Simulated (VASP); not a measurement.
Calculation: r2SCAN meta-GGA, VASP's PBE PAW potentials (set 64) (plane waves; VASP 6.6.1).

Gaps are without spin-orbit coupling.

| Property | Value |
|---|---|
| volume per atom | 10.42 Å³/atom |
| band gap (over mesh and band path) | 3.93 eV |
| smallest direct gap (over mesh and band path) | 4.89 eV |

Which relaxed crystal gives these values?
(A) CdTe, F-43m (216)
(B) AlN, F-43m (216)
(C) Cd4Te3Se, Pmm2 (25)
(D) CaC2, C2/m (12)

B, AlN, F-43m (216)
